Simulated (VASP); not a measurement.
KMgF3 (cubic perovskite): the cohesive energy from VASP (plane waves, PAW) at several levels of theory. Atoms are spin-polarised in a large box without symmetry, with the spin fixed by Hund's rule, and may not be in the lowest state of each functional; no zero-point energy is added.

```
level       cohesive energy (eV/atom)
----------  -------------------------
LDA                              5.17
PBE                              4.44
PBEsol                           4.64
revPBE                           4.18
RPBE                             4.17
PBE-D3(BJ)                       4.60
SCAN                             4.61
r2SCAN                           4.61
```

The cell of the LDA run:

```cif
data_F3KMg
_chemical_formula_sum 'K1 Mg1 F3'
_space_group_name_H-M_alt 'Pm-3m'
_space_group_IT_number 221
_space_group_name_Hall '-P 4 2 3'
_cell_length_a 3.90058
_cell_length_b 3.90058
_cell_length_c 3.90058
_cell_angle_alpha 90.000
_cell_angle_beta 90.000
_cell_angle_gamma 90.000
loop_
_atom_site_label
_atom_site_type_symbol
_atom_site_symmetry_multiplicity
_atom_site_Wyckoff_symbol
_atom_site_fract_x
_atom_site_fract_y
_atom_site_fract_z
_atom_site_occupancy
K1 K 1 a 0.00000 0.00000 0.00000 1
Mg1 Mg 1 b 0.50000 0.50000 0.50000 1
F1 F 3 c 0.00000 0.50000 0.50000 1
```

Only levels that ran to the end are used. Left out are those held back, those with too coarse a band path, GW runs whose mesh misses a band edge, hybrids' fits of cells that aren't cubic and levels without matching references; a question may draw on a part of the rest.
